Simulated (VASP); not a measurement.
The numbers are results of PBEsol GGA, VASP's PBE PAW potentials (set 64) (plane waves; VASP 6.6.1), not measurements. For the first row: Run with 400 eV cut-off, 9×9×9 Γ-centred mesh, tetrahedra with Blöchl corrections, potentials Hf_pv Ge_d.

```csv
system,energy (eV/atom)
HfGe2 (space group Cmcm),-7.3568
Hf (hcp),-10.5027
Ge (diamond),-4.9367
```

The references are the elements' solids at the same level; no temperature or zero-point terms are added.

Problem. What is the formation energy per atom of HfGe₂?

Solution. The references average (2×(-10.5027) + 4×(-4.9367))/6 = -6.7920 eV, so the formation energy is -7.3568 − (-6.7920) = -0.565 eV/atom.
